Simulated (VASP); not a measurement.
# Ti2SiTe2 (P-6m2) in VASP: density of states with PBE

Aim: the density of states of Ti2SiTe2 with PBE.

Program: VASP 6.6.1. These are calculated values, not measurements. Logs are shortened: lines on timing, memory, paths and dates and some standing lists are left out, and cuts for length are marked.

**1. The crystal as given**

The structure is hexagonal, space group P-6m2 (No. 187). The conventional cell has a = 3.693 Å, b = 3.693 Å, c = 10.510 Å, α = 90.00°, β = 90.00°, γ = 120.00°. Ti (site symmetry 3m) has 3 Si at 2.63 Å and 3 Te at 2.75 Å as nearest neighbours. Si (site symmetry -6m2) is surrounded by 6 Ti at 2.63 Å. Around Te (site symmetry 3m) lie 3 Ti at 2.75 Å.

The cell was built by a generator and needn't be a form met in nature.

**2. Density of states, PBE**

POSCAR reads:

```
Ti2SiTe2                                
1.0
    3.6928007887      0.0000000000     -0.0000000000
   -1.8464003944      3.1980592912      0.0000000000
    0.0000000000      0.0000000000     10.5100475206
  Ti              Si              Te            
     2     1     2
Direct
     0.3333333300000021    0.6666666699999979    0.8532429143990298
     0.3333333300000021    0.6666666699999979    0.1467570856009703
     0.0000000000000000    0.0000000000000000    1.0000000000000000
     0.6666666699999979    0.3333333300000021    0.6883239559103840
     0.6666666699999979    0.3333333300000021    0.3116760440896160
```

INCAR.step1 reads:

```
SYSTEM = Ti2SiTe2
PREC = Accurate
ENCUT = 520
EDIFF = 1E-6
ISMEAR = 0
SIGMA = 0.1
LREAL = .FALSE.
LASPH = .TRUE.
NELM = 80
ALGO = Normal
ISIF = 2
LWAVE = .FALSE.
LCHARG = .TRUE.
LMAXMIX = 4
GGA = PE
KPAR = 4
```

KPOINTS.step1 reads:

```
Automatic mesh
0
G
  10 10 4
  0 0 0
```

INCAR.step2 reads:

```
SYSTEM = Ti2SiTe2
PREC = Accurate
ENCUT = 520
EDIFF = 1E-6
ISMEAR = -5
SIGMA = 0.1
LREAL = .FALSE.
LASPH = .TRUE.
NELM = 80
ALGO = Normal
ISIF = 2
LWAVE = .FALSE.
LCHARG = .FALSE.
LMAXMIX = 4
GGA = PE
LORBIT = 10
KPAR = 4
NEDOS = 2001
ICHARG = 11
```

KPOINTS.step2 reads:

```
Automatic mesh
0
G
  15 15 6
  0 0 0
```

Potentials or basis: VASP PAW PBE potentials, release 64 (Ti_sv, Si, Te).

Run with:

```bash
cat potpaw_PBE.64/Ti_sv/POTCAR potpaw_PBE.64/Si/POTCAR potpaw_PBE.64/Te/POTCAR > POTCAR
cp INCAR.step1 INCAR
cp KPOINTS.step1 KPOINTS
mpirun -np 4 vasp_std > vasp.out
cp INCAR.step2 INCAR
cp KPOINTS.step2 KPOINTS
mpirun -np 4 vasp_std > vasp.out
```

OUTCAR:

```text
SYSTEM = Ti2SiTe2
   PREC = Accurate
   ENCUT = 520
   EDIFF = 1E-6
   ISMEAR = -5
   LREAL = .FALSE.
   LASPH = .TRUE.
   NELM = 80
   ISIF = 2
   GGA = PE
   LORBIT = 10
   ICHARG = 11

 ion  position               nearest neighbor table
   1  0.333  0.667  0.853-   3 2.63   3 2.63   3 2.63   4 2.75   4 2.75   4 2.75
   2  0.333  0.667  0.147-   3 2.63   3 2.63   3 2.63   5 2.75   5 2.75   5 2.75
   3  0.000  0.000  0.000-   1 2.63   2 2.63   1 2.63   2 2.63   1 2.63   2 2.63
   4  0.667  0.333  0.688-   1 2.75   1 2.75   1 2.75
   5  0.667  0.333  0.312-   2 2.75   2 2.75   2 2.75

  LATTYP: Found a hexagonal cell.
 ALAT       =     3.6928007887
 C/A-ratio  =     2.8460911167

  Lattice vectors:

 A1 = (   3.6928007887,   0.0000000000,   0.0000000000)
 A2 = (  -1.8464003944,   3.1980592912,   0.0000000000)
 A3 = (   0.0000000000,   0.0000000000,  10.5100475206)

Analysis of symmetry for initial positions (statically):
=====================================================================
 Subroutine PRICEL returns:
 Original cell was already a primitive cell.

 Routine SETGRP: Setting up the symmetry group for a
 hexagonal supercell.

 Subroutine GETGRP returns: Found 12 space group operations
 (whereof 12 operations were pure point group operations)
 out of a pool of 24 trial point group operations.

The static configuration has the point symmetry D_3h.

Analysis of symmetry for dynamics (positions and initial velocities):
=====================================================================
 Subroutine PRICEL returns:
 Original cell was already a primitive cell.

 Routine SETGRP: Setting up the symmetry group for a
 hexagonal supercell.

 Subroutine GETGRP returns: Found 12 space group operations
 (whereof 12 operations were pure point group operations)
 out of a pool of 24 trial point group operations.

The dynamic configuration has the point symmetry D_3h.

 Subroutine INISYM returns: Found 12 space group operations
 (whereof 12 operations are pure point group operations),
 and found     1 'primitive' translations

----------------------------------------------------------------------------------------

                                     Primitive cell

  volume of cell :     124.1215

  direct lattice vectors                    reciprocal lattice vectors
     3.692800789  0.000000000  0.000000000     0.270797169  0.156344819  0.000000000
    -1.846400394  3.198059291  0.000000000     0.000000000  0.312689637  0.000000000
     0.000000000  0.000000000 10.510047521     0.000000000  0.000000000  0.095147048

  length of vectors
     3.692800789  3.692800786 10.510047521     0.312689637  0.312689637  0.095147048

  position of ions in fractional coordinates (direct lattice)
     0.333333330  0.666666670  0.853242914
     0.333333330  0.666666670  0.146757086
     0.000000000  0.000000000  0.000000000
     0.666666670  0.333333330  0.688323956
     0.666666670  0.333333330  0.311676044

  ion indices of the primitive-cell ions
   primitive index   ion index
                 1           1
                 2           2
                 3           3
                 4           4
                 5           5

----------------------------------------------------------------------------------------

 KPOINTS: Automatic mesh

Automatic generation of k-mesh.
 Grid dimensions read from file:
 generate k-points for:   15   15    6

 Generating k-lattice:

  Cartesian coordinates                     Fractional coordinates (reciprocal lattice)
     0.018053145  0.010422988  0.000000000     0.066666667  0.000000000  0.000000000
     0.000000000  0.020845976  0.000000000     0.000000000  0.066666667  0.000000000
     0.000000000  0.000000000  0.015857841     0.000000000  0.000000000  0.166666667

  Length of vectors
     0.020845976  0.020845976  0.015857841

  Shift w.r.t. Gamma in fractional coordinates (k-lattice)
     0.000000000  0.000000000  0.000000000

 TETIRR: Found   1374 inequivalent tetrahedra from     8100

 Subroutine IBZKPT returns following result:
 ===========================================

 Found    108 irreducible k-points:

 Following reciprocal coordinates:
            Coordinates               Weight
  0.000000  0.000000  0.000000      1.000000
  0.066667  0.000000  0.000000      6.000000
  0.133333  0.000000  0.000000      6.000000
  0.200000 -0.000000  0.000000      6.000000
  0.266667  0.000000  0.000000      6.000000
  0.333333  0.000000  0.000000      6.000000
[... 16 lines left out ...]
  0.333333  0.200000  0.000000     12.000000
  0.400000  0.200000  0.000000      6.000000
 [... further k-points ...]
   k-points           NKPTS =    108   k-points in BZ     NKDIM =    108   number of bands    NBANDS=     24
   number of dos      NEDOS =   2001   number of ions     NIONS =      5
   total plane-waves  NPLWV =  62720
   dimension x,y,z NGX =    28 NGY =   28 NGZ =   80
   dimension x,y,z NGXF=    56 NGYF=   56 NGZF=  160
   ions per type =               2   1   2
   NGX,Y,Z   is equivalent  to a cutoff of  12.61, 12.61, 12.65 a.u.
   NGXF,Y,Z  is equivalent  to a cutoff of  25.21, 25.21, 25.31 a.u.
 SYSTEM =  Ti2SiTe2
   PREC   = accura    normal or accurate (medium, high low for compatibility)
   ISTART =      0    job   : 0-new  1-cont  2-samecut
   ICHARG =     11    charge: 1-file 2-atom 10-const
   ISPIN  =      1    spin polarized calculation?
   LNONCOLLINEAR =      F non collinear calculations
   LSORBIT =      F    spin-orbit coupling
   LASPH  =      T    aspherical Exc in radial PAW
   ENCUT  =  520.0 eV  38.22 Ry    6.18 a.u.   6.87  6.87 19.54*2*pi/ulx,y,z
   NELM   =     80;   NELMIN=  2; NELMDL=  0     # of ELM steps
   EDIFF  = 0.1E-05   stopping-criterion for ELM
   LREAL  =      F    real-space projection
[... 7 lines left out ...]
   TEBEG  =    0.0;   TEEND  =   0.0 temperature during run
   PSTRESS=    0.0 pullay stress
   NELECT =      40.0000    total number of electrons
   NUPDOWN=      -1.0000    fix difference up-down
   EMIN   =  10.00;   EMAX   =-10.00  energy-range for DOS
   EFERMI =   0.00;   METHOD = LEGACY
   ISMEAR =    -5;   SIGMA  =   0.10  broadening in eV -4-tet -1-fermi 0-gaus
   EFERMI_NEDOS =   21; number of points for ismear=-14 and -15
   IALGO  =     38    algorithm
   IMIX   =      4    mixing-type and parameters
     AMIX     =   0.40;   BMIX     =  1.00
     AMIX_MAG =   1.60;   BMIX_MAG =  1.00
  volume/ion in A,a.u.               =      24.82       167.52
  Fermi-wavevector in a.u.,A,eV,Ry     =   1.122395  2.121019 17.140225  1.259771
  Thomas-Fermi vector in A             =   2.259055
   LORBIT       =     10    0 simple, 1 ext, 2 COOP (PROOUT), +10 PAW based schemes
   GGA     = PE    functional components
   LHFCALC =     F    Hartree Fock is set to
   AEXX    =    0.0000 exact exchange contribution
   IVDW    =     0    specifies the selected vdW correction
   LEPSILON=     F    determine dielectric tensor
   LRPA    =     F    only Hartree local field effects (RPA)
 non-spin polarized calculation
 Fermi weights with tetrahedron method with Bloechl corrections
  energy-cutoff  :      520.00
  volume of cell :      124.12
 maximum number of plane-waves:      3372
 NGX is ok and might be reduce to    28

 number of electron      40.0000000 magnetization

 Free energy of the ion-electron system (eV)
  ---------------------------------------------------
  ext. energy  EPLUGINS =         0.00000000
  ---------------------------------------------------
  free energy    TOTEN  =       -30.12635891 eV

  energy without entropy =      -30.12635891  energy(sigma->0) =      -30.12635891

 E-fermi :   6.1573     XC(G=0):  -9.6539

 val. band max:        6.1666445474   @ k =   0.0667   0.0667   0.1667
 cond. band min:       6.1373968873   @ k =   0.2667   0.0000   0.5000
 fundamental gap:     -0.0292476602
 Fermi energy:         6.1572741236

 k-point     1 :       0.0000    0.0000    0.0000
  band No.  band energies     occupation
      1     -50.9981      2.00000
      2     -50.9881      2.00000
      3     -27.2697      2.00000
      4     -27.2697      2.00000
      5     -27.2588      2.00000
      6     -27.2588      2.00000
[... 16 lines left out ...]
     23       7.1879      0.00000
     24       7.9088      0.00000

 k-point     2 :       0.0667    0.0000    0.0000
  band No.  band energies     occupation
      1     -50.9979      2.00000
      2     -50.9880      2.00000
      3     -27.2721      2.00000
      4     -27.2703      2.00000
      5     -27.2610      2.00000
      6     -27.2593      2.00000
[... 16 lines left out ...]
     23       7.1617      0.00000
     24       7.7445      0.00000

 k-point     3 :       0.1333    0.0000    0.0000
  band No.  band energies     occupation
      1     -50.9974      2.00000
      2     -50.9875      2.00000
      3     -27.2786      2.00000
      4     -27.2718      2.00000
      5     -27.2672      2.00000
      6     -27.2608      2.00000
[... 16 lines left out ...]
     23       7.1127      0.00000
     24       7.5396      0.00000

 k-point     4 :       0.2000   -0.0000    0.0000
  band No.  band energies     occupation
      1     -50.9967      2.00000
      2     -50.9868      2.00000
      3     -27.2883      2.00000
      4     -27.2764      2.00000
      5     -27.2741      2.00000
      6     -27.2630      2.00000
[... 16 lines left out ...]
     23       7.1053      0.00000
     24       7.5187      0.00000

 k-point     5 :       0.2667    0.0000    0.0000
  band No.  band energies     occupation
      1     -50.9959      2.00000
      2     -50.9860      2.00000
      3     -27.2994      2.00000
      4     -27.2868      2.00000
      5     -27.2767      2.00000
      6     -27.2655      2.00000
[... 16 lines left out ...]
     23       7.1846      0.00000
     24       7.6260      0.00000

 k-point     6 :       0.3333    0.0000    0.0000
  band No.  band energies     occupation
      1     -50.9951      2.00000
      2     -50.9852      2.00000
      3     -27.3099      2.00000
      4     -27.2968      2.00000
      5     -27.2792      2.00000
      6     -27.2679      2.00000
[... 16 lines left out ...]
     23       7.3453      0.00000
     24       7.7808      0.00000
[... 379 lines left out ...]
 k-point    21 :       0.2000    0.2000    0.0000
  band No.  band energies     occupation
      1     -50.9949      2.00000
      2     -50.9850      2.00000
      3     -27.3076      2.00000
      4     -27.2946      2.00000
      5     -27.2847      2.00000
      6     -27.2730      2.00000
[... 16 lines left out ...]
     23       7.3401      0.00000
     24       7.4594      0.00000

 k-point    22 :       0.2667    0.2000    0.0000
  band No.  band energies     occupation
      1     -50.9943      2.00000
      2     -50.9845      2.00000
      3     -27.3125      2.00000
      4     -27.2993      2.00000
      5     -27.2892      2.00000
      6     -27.2774      2.00000
[... 16 lines left out ...]
     23       7.3674      0.00000
     24       7.6927      0.00000

 k-point    23 :       0.3333    0.2000    0.0000
  band No.  band energies     occupation
      1     -50.9939      2.00000
      2     -50.9841      2.00000
      3     -27.3157      2.00000
      4     -27.3023      2.00000
      5     -27.2926      2.00000
      6     -27.2806      2.00000
[... 16 lines left out ...]
     23       7.5065      0.00000
     24       7.7999      0.00000

 k-point    24 :       0.4000    0.2000    0.0000
  band No.  band energies     occupation
      1     -50.9938      2.00000
      2     -50.9839      2.00000
      3     -27.3167      2.00000
      4     -27.3033      2.00000
      5     -27.2939      2.00000
      6     -27.2818      2.00000
[... 16 lines left out ...]
     23       7.5698      0.00000
     24       7.7660      0.00000

 [... further k-points ...]

------------------------ aborting loop because EDIFF is reached ----------------------------------------

  FORCE on cell =-STRESS in cart. coord.  units (eV):
  Direction    XX          YY          ZZ          XY          YZ          ZX
  --------------------------------------------------------------------------------------
  -------------------------------------------------------------------------------------
  Total        0.0823784      0.0823784      0.1968197     -0.0000000     -0.0000000     -0.0000000
  in kB        1.0633519      1.0633519      2.5405752     -0.0000000     -0.0000000     -0.0000000
  external PRESSURE =       1.5557597 kB  Pullay stress =       0.0000000 kB

 VOLUME and BASIS-vectors are now :
 -----------------------------------------------------------------------------
  energy-cutoff  :      520.00
  volume of cell :      124.12
      direct lattice vectors                 reciprocal lattice vectors
     3.692800789  0.000000000  0.000000000     0.270797169  0.156344819  0.000000000
    -1.846400394  3.198059291  0.000000000     0.000000000  0.312689637  0.000000000
     0.000000000  0.000000000 10.510047521     0.000000000  0.000000000  0.095147048

 POSITION                                       TOTAL-FORCE (eV/Angst)
 -----------------------------------------------------------------------------------
     -0.00000      2.13204      8.96762         0.000000     -0.000000     -0.009989
     -0.00000      2.13204      1.54242         0.000000     -0.000000      0.009989
      0.00000      0.00000      0.00000        -0.000000     -0.000000      0.000000
      1.84640      1.06602      7.23432        -0.000000      0.000000     -0.001380
      1.84640      1.06602      3.27573        -0.000000      0.000000      0.001380
 -----------------------------------------------------------------------------------
    total drift:                                0.008654     -0.004996     -0.000000

  FREE ENERGIE OF THE ION-ELECTRON SYSTEM (eV)
  ---------------------------------------------------
  free  energy   TOTEN  =       -30.1263589091 eV

  energy  without entropy=      -30.1263589091  energy(sigma->0) =      -30.12635891

 total charge

# of ion       s       p       d       tot
------------------------------------------
    1        2.177   6.128   1.886  10.191
    2        2.177   6.128   1.886  10.191
    3        0.795   0.900   0.000   1.695
    4        1.385   2.002   0.038   3.425
    5        1.385   2.002   0.038   3.425
--------------------------------------------------
tot          7.920  17.160   3.849  28.929
```

Wall time 64 s (4 MPI ranks of Intel Xeon 6975P-C (Granite Rapids), shared host); peak memory 0.45 GiB.

Results:

```yaml
Valence_electrons_inside_the_program's_atomic_spheres: Ti 10.19; Si 1.70; Te 3.42
```

Levels at points of the mesh, in eV from the Fermi level:
```csv
k point,band 18,band 19,band 20,band 21,band 22,band 23
"(0.00, 0.00, 0.00)",-0.21,0.36,0.39,0.39,1.03,1.03
"(0.00, 0.00, 0.50)",-0.81,0.34,0.39,0.39,1.02,1.02
```

States per cell in windows of 1 eV (zero at the Fermi level; states under -8 eV left out):
| from (eV) | total | Ti1_d | Ti2_d | Te4_p | Te5_p | Si3_p | Si3_s |
| --- | --- | --- | --- | --- | --- | --- | --- |
| -8.0 | 1.08 | 0.02 | 0.02 | 0.00 | 0.00 | 0.00 | 0.38 |
| -7.0 | 0.63 | 0.02 | 0.02 | 0.00 | 0.00 | 0.00 | 0.25 |
| -6.0 | 0.00 | 0.00 | 0.00 | 0.00 | 0.00 | 0.00 | 0.00 |
| -5.0 | 1.80 | 0.05 | 0.05 | 0.24 | 0.24 | 0.05 | 0.01 |
| -4.0 | 3.49 | 0.16 | 0.16 | 0.41 | 0.41 | 0.15 | 0.03 |
| -3.0 | 3.43 | 0.26 | 0.26 | 0.46 | 0.46 | 0.11 | 0.02 |
| -2.0 | 6.82 | 0.92 | 0.92 | 0.67 | 0.67 | 0.46 | 0.01 |
| -1.0 | 2.57 | 0.46 | 0.46 | 0.22 | 0.22 | 0.12 | 0.00 |
| 0.0 | 4.36 | 1.35 | 1.35 | 0.13 | 0.13 | 0.08 | 0.00 |
| 1.0 | 3.75 | 1.34 | 1.34 | 0.10 | 0.10 | 0.05 | 0.00 |
| 2.0 | 0.00 | 0.00 | 0.00 | 0.00 | 0.00 | 0.00 | 0.00 |
| 3.0 | 0.00 | 0.00 | 0.00 | 0.00 | 0.00 | 0.00 | 0.00 |

Caveat: this functional lacks dispersion, which binds the layers, so the pressure and a relaxed spacing across them are unreliable; tetrahedron occupations give inexact forces and stress in metals.
